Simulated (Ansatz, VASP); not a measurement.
# Be48H95 (V_H1): VASP beside Ansatz

One calculation is typed for both programs; each brings its own data sets. How far apart do they land? The structure shown is the start of the Ansatz relaxation below; VASP solves that cell, so the two are compared at the walk's first step.

Main program and level: Ansatz 0.2.0; plane waves, with VASP 6.6.1 beside it; single point at PBEsol.

**1. Starting point**

The cell holds 143 atoms: 48 Be and 95 H. Its edges and angles: a = 12.225 Å, b = 12.225 Å, c = 12.225 Å, α = 141.9°, β = 88.5°, γ = 103.9°. It derives from BeH2 (BeH2 (Ibam)). Nearest the centre at fractional (0.622, 0.447, 0.415): Be25 at 1.44 Å, Be27 at 1.46 Å, H121 at 2.14 Å, H114 at 2.31 Å, H52 at 2.33 Å, H102 at 2.36 Å, H107 at 2.38 Å, H105 at 2.47 Å. The cell carries charge +1.

**2. Ansatz: relaxation, PBEsol**

Ansatz runs on its default PAW (the set named soft_2) files.

The two programs are compared at the cell with which this relaxation starts, whose forces are those of its first step.

input.yaml

```yaml
crystal:
  lattice:
    - [-1.99666308, 4.37867977, 3.76888608]
    - [1.99666308, -4.37867977, 3.76888608]
    - [1.99666308, 4.37867977, -3.76888608]
  atoms:
    - { symbol: Be, position: [0.25, 0.75, 0.5] }
    - { symbol: Be, position: [0.75, 0.25, 0.5] }
    - { symbol: Be, position: [0.1680935, 0.61872527, 0.78681877] }
    - { symbol: Be, position: [0.6680935, 0.88127473, 0.54936823] }
    - { symbol: Be, position: [0.3319065, 0.11872527, 0.45063177] }
    - { symbol: Be, position: [0.8319065, 0.38127473, 0.21318123] }
    - { symbol: H, position: [0.56444467, 0.39463165, 0.65108562] }
    - { symbol: H, position: [0.25645397, 0.08664095, 0.65108562] }
    - { symbol: H, position: [0.75645397, 0.10536835, 0.16981302] }
    - { symbol: H, position: [0.93555533, 0.58664095, 0.83018698] }
    - { symbol: H, position: [0.68027086, 0.24110983, 0.92138069] }
    - { symbol: H, position: [0.18027086, 0.25889017, 0.43916103] }
    - { symbol: H, position: [0.31972914, 0.75889017, 0.07861931] }
    - { symbol: H, position: [0.81972914, 0.74110983, 0.56083897] }
    - { symbol: H, position: [0.06444467, 0.41335905, 0.16981302] }
    - { symbol: H, position: [0.24354603, 0.89463165, 0.83018698] }
    - { symbol: H, position: [0.74354603, 0.91335905, 0.34891438] }
    - { symbol: H, position: [0.43555533, 0.60536835, 0.34891438] }
  supercell: [2, 2, 2]
  defects: [{ vacancy: 87 }]
total_charge: 1
basis:
  ecutwfc: 420
  xc_grid: 2
hamiltonian:
  xc: pbesol
kpoints:
  mp_grid: { grid: [1, 1, 1] }
scf:
  occupations: { method: fermi_dirac, width: 0.01 }
  max_iter: 100
output:
  forces: true
  charged_corrections: { epsilon: [3.63, 3.74, 3.59], static_epsilon: [4.37, 5.16, 5.26] }
relax:
  f_tol: 0.01
  max_steps: 80
  random_displacement: { amplitude: 0.03, seed: 7 }
checkpoint:
  write: "../qp1.relax_smeared.run"
  compress: false
  write_wavefunctions: true
  write_every: 100000
```

Run with:

```bash
ansatz run input.yaml --threads 4 --pin off --max-ram 7536MiB --backend cpu --events-out ev --progress --plain --runs-dir out
```

Numbers of over 12 decimals in the logs are rounded to 6 here.

Log:

```text
Engine: ansatz 0.2.0, x86_64-unknown-linux-gnu
Pseudopotentials: kind: paw
Pseudopotential: Be, paw, valence charge 2, recommended cutoff 420 eV (normal), Be.paw.azcp
Pseudopotential: H, paw, valence charge 1, recommended cutoff 420 eV (normal), H.paw.azcp
Functional definition: PBEsol
  exchange = pbesol_x
  correlation = pbesol_c
Crystal: 143 atoms, lattice volume = 1054.414 Å³
Basis set: ecut = 420 eV, 20653 PW (Γ), exchange–correlation on 180×180×180 points (8 copies of the dense FFT grid, shifted against one another)
Bands: 238, of which v1, the nominal top of the filled ones, is band 95 counted from 1 (94 counted from 0)
Symmetry: 1 space group operations
k-points: 1
Non-local potential: Be, projectors of the file, l = 0: 2, l = 1: 2, l = 2: 1
Non-local potential: H, projectors of the file, l = 0: 2, l = 1: 1
PAW form: soft (Blöchl's): semilocal exchange-correlation on the pseudo side does not see the compensation charge
PAW frozen core: Be, regenerated for the run's functional, and the local potential with it (the file was generated under x = pbe(κ = 0.804, μ = 0.219515), c = pbe(β = 0.066725))
PAW one-centre angular grid: Be, 110 points (default); XC on 64 Gauss nodes
PAW one-centre angular grid: H, 110 points (default); XC on 64 Gauss nodes
Initial density: superposition of atomic densities (neutral atoms scaled as one to the charged cell's electrons: chi_scale 0, normalization atom), corrected by the library's trained network
Initial wavefunctions: pseudopotential atomic-orbital guess
Functional: x = pbesol(κ = 0.804, μ = 0.123457), c = pbesol(β = 0.046)
SCF iter   1: F=—  HF=-5824.754673 eV  |F-HF|=—  |Δ(HF+E_count)|=         —  Δρ=8.04e-3  dr2=1.18e0  ethr=1.77e-3  ⟨swp⟩=6.0  Hψ=1265  notcnv=0  defer=74
preconditioner: auto → Resta (q_TF=auto, 2.050 Å⁻¹)  ε∞=2.8  [insulator: Δε(μ)=2.199 eV  Ē_g=11.913 eV  σ=0.010 eV  W_gap=1.00  n_scr=150 (ndim 8)  ℏωp=15.8 eV  f_vac=0.000  D(μ)=0.00/eV (n_scr^D=0)  ε∞_Penn≈2.8]
SCF iter   2: F=—  HF=-5824.477867 eV  |F-HF|=—  |Δ(HF+E_count)|=   2.77e-1  Δρ=4.19e-3  dr2=2.34e-1  ethr=6.20e-4  ⟨swp⟩=2.0  Hψ=279  notcnv=0  defer=114
SCF iter   3: F=—  HF=-5824.431613 eV  |F-HF|=—  |Δ(HF+E_count)|=   4.63e-2  Δρ=7.12e-4  dr2=7.17e-3  ethr=1.23e-4  ⟨swp⟩=4.0  Hψ=164  notcnv=0  defer=138
SCF iter   4: F=—  HF=-5824.433668 eV  |F-HF|=—  |Δ(HF+E_count)|=   2.06e-3  Δρ=1.47e-4  dr2=2.82e-4  ethr=3.77e-6  ⟨swp⟩=3.0  Hψ=200  notcnv=0  defer=138
SCF iter   5: F=—  HF=-5824.433928 eV  |F-HF|=—  |Δ(HF+E_count)|=   2.59e-4  Δρ=2.72e-5  dr2=1.34e-5  ethr=1.48e-7  ⟨swp⟩=2.0  Hψ=334  notcnv=0  defer=138
SCF iter   6: F=-5824.433941 eV  HF=-5824.433940 eV  |F-HF|=3.58e-7  |Δ(HF+E_count)|=   1.23e-5  Δρ=6.97e-6  dr2=7.15e-7  ethr=1.32e-9  ⟨swp⟩=4.0  Hψ=491  notcnv=0
SCF 1 converged in 6 iterations: F = -5824.433941 eV  dr2 = 7.15e-7
  greatest PAW one-centre occupation: 0.376 electrons in one spin orbital (limit 2), on the Be atom at site 126 (counted from 0), in its partial waves of l = 0
relax step   1: F+E_penalty+E_count = -5824.43394050 eV  Δ(F+E_penalty+E_count) = +0.000e0 eV  max|allowed force component| = 2.190e0 eV/Å  Δτ_max = 0.0000 Å  (6 SCF iters, dr2 threshold 2.50e-6 eV, accepted)
Initial density: handed on by an earlier stage of this run
Initial wavefunctions: those handed on with the density
iter 1 solved again at ethr=9.70e-5 eV; its pass at ethr=3.10e-3 eV (dr2=1.84e-1 eV) is discarded
SCF iter   1: F=—  HF=-5825.710381 eV  |F-HF|=—  |Δ(HF+E_count)|=         —  Δρ=4.16e-3  dr2=1.73e-1  ethr=9.70e-5  ⟨swp⟩=2.0  Hψ=1141  notcnv=0  defer=125
preconditioner: auto → Resta (q_TF=auto, 2.050 Å⁻¹)  ε∞=2.7  [insulator: Δε(μ)=2.714 eV  Ē_g=11.928 eV  σ=0.010 eV  W_gap=1.00  n_scr=150 (ndim 8)  ℏωp=15.8 eV  f_vac=0.001  D(μ)=0.00/eV (n_scr^D=0)  ε∞_Penn≈2.7]
SCF iter   2: F=—  HF=-5825.693976 eV  |F-HF|=—  |Δ(HF+E_count)|=   1.64e-2  Δρ=1.99e-3  dr2=3.36e-2  ethr=9.09e-5  ⟨swp⟩=3.0  Hψ=161  notcnv=0  defer=127
SCF iter   3: F=—  HF=-5825.703136 eV  |F-HF|=—  |Δ(HF+E_count)|=   9.16e-3  Δρ=3.05e-4  dr2=1.27e-3  ethr=1.77e-5  ⟨swp⟩=3.0  Hψ=338  notcnv=0  defer=139
SCF iter   4: F=—  HF=-5825.704449 eV  |F-HF|=—  |Δ(HF+E_count)|=   1.31e-3  Δρ=5.91e-5  dr2=7.04e-5  ethr=6.69e-7  ⟨swp⟩=3.0  Hψ=198  notcnv=0  defer=139
SCF iter   5: F=-5825.704527 eV  HF=-5825.704524 eV  |F-HF|=2.54e-6  |Δ(HF+E_count)|=   7.52e-5  Δρ=1.54e-5  dr2=4.97e-6  ethr=3.71e-8  ⟨swp⟩=3.0  Hψ=431  notcnv=0
SCF 2 converged in 5 iterations: F = -5825.704527 eV  dr2 = 4.97e-6
  greatest PAW one-centre occupation: 0.374 electrons in one spin orbital (limit 2), on the Be atom at site 75 (counted from 0), in its partial waves of l = 0
relax step   2: F+E_penalty+E_count = -5825.70452685 eV  Δ(F+E_penalty+E_count) = -1.271e0 eV  max|allowed force component| = 1.185e0 eV/Å  Δτ_max = 0.1948 Å  (5 SCF iters, dr2 threshold 1.00e-4 eV, accepted)
[...]
- { symbol: Be, position: [0.123080, 0.878366, 0.252272] }
    - { symbol: Be, position: [0.375573, 0.626023, 0.250664] }
    - { symbol: Be, position: [0.086417, 0.811745, 0.394219] }
    - { symbol: Be, position: [0.328774, 0.935656, 0.273920] }
    - { symbol: Be, position: [0.166159, 0.559214, 0.223740] }
    - { symbol: Be, position: [0.411713, 0.691660, 0.107531] }
    - { symbol: H, position: [0.282715, 0.696731, 0.324394] }
    - { symbol: H, position: [0.128566, 0.543779, 0.324114] }
    - { symbol: H, position: [0.384438, 0.555385, 0.087388] }
    - { symbol: H, position: [0.468337, 0.795208, 0.417178] }
    - { symbol: H, position: [0.342194, 0.617870, 0.458322] }
    - { symbol: H, position: [0.092108, 0.634099, 0.222697] }
    - { symbol: H, position: [0.162814, 0.883767, 0.040187] }
    - { symbol: H, position: [0.403262, 0.865051, 0.279651] }
    - { symbol: H, position: [0.027859, 0.716448, 0.090160] }
    - { symbol: H, position: [0.119922, 0.950077, 0.416545] }
    - { symbol: H, position: [0.367401, 0.943780, 0.167014] }
    - { symbol: H, position: [0.212978, 0.799685, 0.173576] }
    - { symbol: Be, position: [0.122493, 0.869603, 0.745320] }
    - { symbol: Be, position: [0.373628, 0.621012, 0.746457] }
    - { symbol: Be, position: [0.084938, 0.808106, 0.892163] }
    - { symbol: Be, position: [0.330070, 0.935373, 0.773529] }
    - { symbol: Be, position: [0.166483, 0.558757, 0.724096] }
    - { symbol: Be, position: [0.414930, 0.687288, 0.604954] }
    - { symbol: H, position: [0.282900, 0.696840, 0.824926] }
    - { symbol: H, position: [0.129210, 0.543672, 0.825026] }
    - { symbol: H, position: [0.377678, 0.547734, 0.581099] }
    - { symbol: H, position: [0.468469, 0.788587, 0.909388] }
    - { symbol: H, position: [0.336272, 0.616491, 0.959347] }
    - { symbol: H, position: [0.091049, 0.630546, 0.721273] }
    - { symbol: H, position: [0.162800, 0.884579, 0.540833] }
    - { symbol: H, position: [0.407188, 0.863985, 0.775372] }
    - { symbol: H, position: [0.029440, 0.701019, 0.580618] }
    - { symbol: H, position: [0.118917, 0.943482, 0.910884] }
    - { symbol: H, position: [0.371413, 0.958635, 0.680010] }
    - { symbol: H, position: [0.214765, 0.796138, 0.668138] }
    - { symbol: Be, position: [0.625652, 0.354267, 0.163400] }
    - { symbol: Be, position: [0.882767, 0.124216, 0.249095] }
    - { symbol: Be, position: [0.579428, 0.233326, 0.391798] }
    - { symbol: Be, position: [0.834217, 0.443267, 0.275383] }
    - { symbol: Be, position: [0.673772, 0.057581, 0.208637] }
    - { symbol: Be, position: [0.915146, 0.189282, 0.105115] }
[...]
- { symbol: Be, position: [0.626462, 0.379798, 0.758622] }
    - { symbol: Be, position: [0.875978, 0.127608, 0.753454] }
    - { symbol: Be, position: [0.578172, 0.300663, 0.889222] }
    - { symbol: Be, position: [0.835065, 0.445638, 0.782421] }
    - { symbol: Be, position: [0.668171, 0.054782, 0.721725] }
    - { symbol: Be, position: [0.916400, 0.197407, 0.613488] }
[...]
- { symbol: Be, position: [0.670531, 0.589365, 0.244192] }
    - { symbol: Be, position: [0.912767, 0.696465, 0.112901] }
[...]
- { symbol: Be, position: [0.625545, 0.865519, 0.742504] }
    - { symbol: Be, position: [0.876234, 0.626518, 0.754010] }
    - { symbol: Be, position: [0.582697, 0.799915, 0.882542] }
    - { symbol: Be, position: [0.834218, 0.938499, 0.773423] }
    - { symbol: Be, position: [0.667771, 0.558290, 0.728724] }
    - { symbol: Be, position: [0.914496, 0.688980, 0.606607] }
[...]
- { symbol: H, position: [0.835642, 0.619291, 0.964036] }
    - { symbol: H, position: [0.592500, 0.622953, 0.713676] }
    - { symbol: H, position: [0.664970, 0.886616, 0.534970] }
    - { symbol: H, position: [0.910830, 0.868977, 0.777379] }
    - { symbol: H, position: [0.531204, 0.699460, 0.581059] }
    - { symbol: H, position: [0.623008, 0.941489, 0.909572] }
    - { symbol: H, position: [0.869690, 0.956495, 0.674247] }
    - { symbol: H, position: [0.718770, 0.795877, 0.668654] }
```

**3. VASP: single point, PBEsol, start cell**

The same cell, functional, mesh and smearing now go to VASP, with its own data sets.

Lines of VASP's logs that name or quote its potential files are left out, and so is its time.

INCAR

```
SYSTEM = Be48H95
PREC = Accurate
ENCUT = 520
EDIFF = 1E-06
NELM = 120
ISMEAR = -1
SIGMA = 0.01
LREAL = Auto
ALGO = Normal
GGA = PS
NELECT = 190
NBANDS = 195
LORBIT = 11
LWAVE = .FALSE.
LCHARG = .FALSE.
ISIF = 2
LASPH = .TRUE.
GGA_COMPAT = .FALSE.
EFERMI = MIDGAP
```

POSCAR

```
Be48H95
1.0
   -3.9933261508      8.7573595481      7.5377721599
    3.9933261508     -8.7573595481      7.5377721599
    3.9933261508      8.7573595481     -7.5377721599
Be H
48 95
Direct
    0.1224521009      0.3744961080      0.2496808519
    0.3736912862      0.1259189045      0.2526177160
[... 1 atom line left out ...]
    0.3332609695      0.4374226964      0.2705725031
[... 1 atom line left out ...]
    0.4183650662      0.1929901488      0.1091422375
[... 17 atom lines left out ...]
    0.4159236548      0.6899025572      0.6084268583
    0.6276056682      0.3765055750      0.2508138657
[... 1 atom line left out ...]
    0.5838831104      0.3056970046      0.3915955753
    0.8353114061      0.4380784902      0.2733519753
    0.6652298100      0.0618098413      0.2256977534
[... 11 atom lines left out ...]
    0.6682563236      0.5625687575      0.2275859490
[... 1 atom line left out ...]
    0.6227913501      0.8747322135      0.7486731234
    0.8765639149      0.6232184881      0.7474863824
    0.5855782599      0.8094491356      0.8953692843
    0.8364487822      0.9435120773      0.7765219336
    0.6635378942      0.5576949605      0.7231210891
    0.9183328396      0.6926427009      0.6090647848
    0.2840006897      0.1957554818      0.3251159177
[... 1 atom line left out ...]
    0.3804979574      0.0541967697      0.0848117717
    0.4668549054      0.2895368557      0.4110269842
[... 3 atom lines left out ...]
    0.4114813657      0.3728285787      0.2804194156
[... 8 atom lines left out ...]
    0.3397126125      0.1238811108      0.9623132283
[... 5 atom lines left out ...]
    0.3718627470      0.4569803498      0.6722437761
[... 5 atom lines left out ...]
    0.3416327616      0.6218725066      0.4596915525
[... 5 atom lines left out ...]
    0.3728943284      0.9537755939      0.1717912903
[... 3 atom lines left out ...]
    0.3807971301      0.5539553367      0.5853533414
[... 9 atom lines left out ...]
    0.7837320589      0.2006735842      0.3294350636
    0.6296550821      0.0437577956      0.3238037433
[... 3 atom lines left out ...]
    0.5885254381      0.1312951582      0.2201715063
    0.6623430591      0.3796904220      0.0397931852
    0.9106329606      0.3747504818      0.2833351130
    0.5308050017      0.2086729991      0.0876350032
    0.8699816895      0.4535650851      0.1733037298
    0.7177074039      0.3045915943      0.1780974404
[... 6 atom lines left out ...]
    0.6601482415      0.3778910709      0.5358825850
[... 5 atom lines left out ...]
    0.7846293545      0.6983815578      0.3272784472
    0.6259141871      0.5407788514      0.3227164809
[... 2 atom lines left out ...]
    0.8395389055      0.6163612285      0.4571688324
[... 7 atom lines left out ...]
    0.7823501479      0.7009387325      0.8294865506
    0.6264177425      0.5437586735      0.8274614938
    0.8793230267      0.5558364738      0.5889529736
[... 2 atom lines left out ...]
    0.5887612328      0.6277496256      0.7162682244
    0.6601776382      0.8821408876      0.5395450485
    0.9121336154      0.8704168395      0.7793955652
    0.5348314979      0.7077370882      0.5857026189
    0.6223085264      0.9448422552      0.9148137388
[... 1 atom line left out ...]
    0.7193754203      0.8029578051      0.6727242342
```

KPOINTS

```
Automatic mesh
0
Gamma
1 1 1
0 0 0
```

Potentials, in the order of the species: Be and H (PBE family, release 64).

Run with:

```bash
export OMP_NUM_THREADS=3
mpirun -np 1 vasp_gam
```

Log:

```text
[banner, memory and clock lines left out]
running    1 mpi-ranks, on    1 nodes
[...]
Offloading initialized ...    1 GPUs detected
[...]
|                                                                             |
|               ----> ADVICE to this user running VASP <----                  |
|                                                                             |
|     You enforced a specific xc type in the INCAR file but a different       |
|     [... a line on the potential file left out ...]
|     I HOPE YOU KNOW WHAT YOU ARE DOING!                                     |
|                                                                             |

 LDA part: xc-table for (Slater+PW92), standard interpolation
 POSCAR, INCAR and KPOINTS ok, starting setup
[...]
entering main loop
       N       E                     dE             d eps       ncg     rms          rms(c)
DAV:   1     0.626356894363E+03    0.62636E+03   -0.78301E+04   390   0.851E+02
DAV:   2    -0.389172179392E+03   -0.10155E+04   -0.80999E+03   572   0.179E+02
DAV:   3    -0.528893409966E+03   -0.13972E+03   -0.13680E+03   492   0.569E+01
DAV:   4    -0.531794336446E+03   -0.29009E+01   -0.28945E+01   492   0.873E+00
DAV:   5    -0.531808585147E+03   -0.14249E-01   -0.14244E-01   516   0.716E-01BRMIX: very serious problems
 the old and the new charge density differ
 old charge density:   191.00000 new  190.00000
    0.299E+01
DAV:   6    -0.513377578224E+03    0.18431E+02   -0.62486E+00   452   0.392E+00    0.168E+01
DAV:   7    -0.505042547306E+03    0.83350E+01   -0.13042E+01   476   0.600E+00    0.195E+00
DAV:   8    -0.505193184782E+03   -0.15064E+00   -0.12865E+00   449   0.185E+00    0.917E-01
DAV:   9    -0.505198207766E+03   -0.50230E-02   -0.76093E-02   500   0.478E-01    0.485E-01
[...]
DAV:  13    -0.505202576140E+03   -0.10924E-04   -0.11279E-04   468   0.248E-02    0.674E-03
DAV:  14    -0.505202581505E+03   -0.53650E-05   -0.50697E-05   478   0.115E-02    0.686E-03
DAV:  15    -0.505202581015E+03    0.48984E-06   -0.11222E-06   396   0.393E-03
   1 F= -.50520258E+03 E0= -.50520258E+03  d E =0.000000E+00
```

Parts of OUTCAR (step 3):

```text
  FREE ENERGIE OF THE ION-ELECTRON SYSTEM (eV)
  ---------------------------------------------------
  free  energy   TOTEN  =      -505.2025810152 eV

  energy  without entropy=     -505.2025810152  energy(sigma->0) =     -505.20258102
```

The run ends at a pressure of -0.21 GPa, with forces up to 2.5 eV/Å.

**4. Comparison**

Known differences besides the potentials themselves: the cutoff is 420 eV in Ansatz and 520 eV in VASP (PREC = Accurate, projectors in real space); Ansatz makes its cores anew for this functional, VASP keeps those of its PBE data sets. Total energies have different zeros and are not compared.

Forces on 8 of the 143 atoms, those with the largest forces and the largest differences (eV/Å; atoms numbered as in POSCAR):

```csv
atom,"Ansatz x, y, z","VASP x, y, z"
Be2,"-0.885, -0.292, -0.012","-0.887, -0.292, -0.013"
Be6,"0.347, -0.596, -0.591","0.346, -0.597, -0.592"
Be25,"-0.829, -1.832, 1.471","-0.818, -1.823, 1.464"
Be27,"0.088, 0.993, -2.190","0.093, 0.986, -2.179"
Be29,"-0.619, 0.648, 0.330","-0.620, 0.646, 0.331"
Be30,"0.679, 0.358, 0.009","0.681, 0.360, 0.008"
H52,"0.356, 0.242, 0.626","0.369, 0.242, 0.622"
H105,"0.042, 0.615, 0.298","0.029, 0.613, 0.300"
```

The forces differ by 5.7 meV/Å r.m.s., which is 2.0 % of the r.m.s. force of 0.292 eV/Å (both taken over all components). The cell carries a charge of +1 e against a uniform background, so its pressure also hangs on how the neutralising background is counted, and in a defect's cell a gap may be the spacing between its levels.

**5. What came out**

```yaml
r_m_s_force_difference_single_point_pbesol_start_cell: 2.0 % of the r.m.s. force
```

What this shows: The r.m.s. force difference is 2.0 % of the r.m.s. force (single point, PBEsol, start cell), within the 3 % picked in this series as the mark of a large difference. 1 further run of this series is not shown here. Such differences can come from data sets, numerical settings and the points named under the comparisons, not from the functional's error against experiment.

[Lines on the potential files, build, host, timing and source positions are cut from VASP's logs without a mark.]

[Logs are printed without paths, hosts, clocks, repeated set-up lines and the standing remarks that a program may print on its own settings, such as how far it seeks lower states.]

[Hosts, paths, dates, database ids (printed as entryN), source tags and the programs' standing remarks are cut or masked in the printed files.]
